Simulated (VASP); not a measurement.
Output of a VASP run:

### OSZICAR
```
...
DAV:   1    -0.122549001537E+02   -0.63993E+00   -0.11370E+01  1052   0.671E+01    0.712E+00
DAV:   2    -0.128367653858E+02   -0.58187E+00   -0.22808E+01  1261   0.748E+01    0.881E+00
DAV:   3    -0.116969286648E+02    0.11398E+01   -0.81456E+00  1208   0.475E+01    0.132E+00
DAV:   4    -0.116906673299E+02    0.62613E-02   -0.32458E-02  1087   0.224E+00    0.713E-01
DAV:   5    -0.116879128386E+02    0.27545E-02   -0.33133E-03  1125   0.894E-01    0.250E-01
DAV:   6    -0.116881798250E+02   -0.26699E-03   -0.21314E-02  1137   0.246E+00    0.289E-01
DAV:   7    -0.116877741072E+02    0.40572E-03   -0.99558E-03  1133   0.174E+00    0.363E-02
DAV:   8    -0.116877952704E+02   -0.21163E-04   -0.96932E-05  1131   0.181E-01    0.959E-03
DAV:   9    -0.116877966042E+02   -0.13338E-05   -0.82954E-06  1012   0.448E-02    0.254E-03
DAV:  10    -0.116877967579E+02   -0.15372E-06   -0.51261E-07   510   0.132E-02
   3 F= -.11687797E+02 E0= -.11688071E+02  d E =-.705872E-01
       N       E                     dE             d eps       ncg     rms          rms(c)
DAV:   1    -0.116880440336E+02   -0.24743E-03   -0.46346E-03  1055   0.134E+00    0.145E-01
DAV:   2    -0.116882624237E+02   -0.21839E-03   -0.89084E-03  1164   0.151E+00    0.173E-01
DAV:   3    -0.116878164976E+02    0.44593E-03   -0.35863E-03  1164   0.976E-01    0.242E-02
DAV:   4    -0.116878128783E+02    0.36193E-05   -0.48173E-05  1218   0.989E-02    0.601E-03
DAV:   5    -0.116878131045E+02   -0.22621E-06   -0.10091E-05   996   0.582E-02    0.421E-03
DAV:   6    -0.116878129407E+02    0.16385E-06   -0.31469E-06   560   0.316E-02
   4 F= -.11687813E+02 E0= -.11688087E+02  d E =-.706033E-01
       N       E                     dE             d eps       ncg     rms          rms(c)
DAV:   1    -0.116880982906E+02   -0.28519E-03   -0.59712E-03  1055   0.152E+00    0.166E-01
DAV:   2    -0.116883980921E+02   -0.29980E-03   -0.11774E-02  1164   0.173E+00    0.199E-01
DAV:   3    -0.116877980292E+02    0.60006E-03   -0.47151E-03  1164   0.112E+00    0.270E-02
DAV:   4    -0.116877896060E+02    0.84232E-05   -0.58168E-05  1202   0.108E-01    0.643E-03
DAV:   5    -0.116877895848E+02    0.21198E-07   -0.12289E-05  1025   0.646E-02    0.487E-03
DAV:   6    -0.116877896972E+02   -0.11234E-06   -0.51566E-06   898   0.395E-02
   5 F= -.11687790E+02 E0= -.11688065E+02  d E =0.232435E-04
       N       E                     dE             d eps       ncg     rms          rms(c)
DAV:   1    -0.116879566447E+02   -0.16706E-03   -0.27908E-03  1055   0.104E+00    0.114E-01
DAV:   2    -0.116880915646E+02   -0.13492E-03   -0.55202E-03  1164   0.118E+00    0.136E-01
DAV:   3    -0.116878159504E+02    0.27561E-03   -0.22220E-03  1164   0.768E-01    0.190E-02
DAV:   4    -0.116878139371E+02    0.20133E-05   -0.30754E-05  1212   0.796E-02    0.497E-03
DAV:   5    -0.116878141157E+02   -0.17853E-06   -0.68890E-06   963   0.483E-02
   6 F= -.11687814E+02 E0= -.11688089E+02  d E =-.117500E-05
       N       E                     dE             d eps       ncg     rms          rms(c)
DAV:   1    -0.116878190838E+02   -0.51466E-05   -0.98066E-05  1058   0.196E-01    0.221E-02
DAV:   2    -0.116878233690E+02   -0.42853E-05   -0.19419E-04  1165   0.220E-01    0.251E-02
DAV:   3    -0.116878142864E+02    0.90826E-05   -0.78825E-05  1159   0.145E-01    0.412E-03
DAV:   4    -0.116878143548E+02   -0.68420E-07   -0.17587E-06   505   0.207E-02
   7 F= -.11687814E+02 E0= -.11688088E+02  d E =-.141418E-05
```

### OUTCAR
```
------------------------ aborting loop because EDIFF is reached ----------------------------------------
  FORCE on cell =-STRESS in cart. coord.  units (eV):
  Direction    XX          YY          ZZ          XY          YZ          ZX
  --------------------------------------------------------------------------------------
  Total        0.0149018      0.0149018      0.0149018     -0.0000000     -0.0000000      0.0000000
  in kB        1.0420831      1.0420831      1.0420831     -0.0000000     -0.0000000      0.0000000
  external PRESSURE =       1.0420831 kB  Pullay stress =       0.0000000 kB
  volume of cell :       22.91
      direct lattice vectors                 reciprocal lattice vectors
     2.840199629  0.000000000  0.000000000     0.352087927 -0.000000000  0.000000000
     0.000000000  2.840199629  0.000000000    -0.000000000  0.352087927 -0.000000000
    -0.000000000  0.000000000  2.840199629    -0.000000000 -0.000000000  0.352087927
 POSITION                                       TOTAL-FORCE (eV/Angst)
 -----------------------------------------------------------------------------------
      1.42010      1.42010      1.42010         0.000000     -0.000000      0.000000
      0.00000      0.00000      0.00000        -0.000000      0.000000      0.000000
 -----------------------------------------------------------------------------------
    total drift:                               -0.000000     -0.000000     -0.000000
  FREE ENERGIE OF THE ION-ELECTRON SYSTEM (eV)
  ---------------------------------------------------
  free  energy   TOTEN  =       -11.6878143548 eV

  energy  without entropy=      -11.6886354898  energy(sigma->0) =      -11.68808807

 reached required accuracy - stopping structural energy minimisation
```
(Selected blocks of OUTCAR.)

**POSCAR**
```
FeAl
1
    2.9100000000     0.0000000000     0.0000000000
    0.0000000000     2.9100000000     0.0000000000
    0.0000000000     0.0000000000     2.9100000000
Al Fe
1 1
Direct
  0.5000000000   0.5000000000   0.5000000000
  0.0000000000   0.0000000000   0.0000000000
```

Write an INCAR and KPOINTS that could have produced this output.

This is not unique; one that fits is the input of the run itself, revTPSS meta-GGA, plane waves, VASP's PBE PAW potentials (set 64).

**INCAR**
```
ALGO = Normal
EDIFF = 1E-6
EDIFFG = -0.01
ENCUT = 520
IBRION = 2
ISIF = 3
ISMEAR = 1
LASPH = .TRUE.
LCHARG = .FALSE.
LMAXMIX = 4
LMIXTAU = .TRUE.
LREAL = .FALSE.
LWAVE = .FALSE.
METAGGA = RTPSS
NELM = 100
NSW = 60
PREC = Accurate
SIGMA = 0.1
SYSTEM = FeAl
```

File KPOINTS:
```
Automatic mesh
0
Gamma
11 11 11
0 0 0
```

POTCAR, in this order: Al Fe (PBE.64 set). Program: vasp_std.

Energy and stress use the plane-wave basis of the starting cell.

The compound is FeAl in the CsCl type structure. This run relaxes it. Symmetry was kept, so distortions that lower it aren't found. The run is not spin-polarised, so no magnetic state was tried. The electron count is odd and the run is not spin-polarised, which forces a metal.
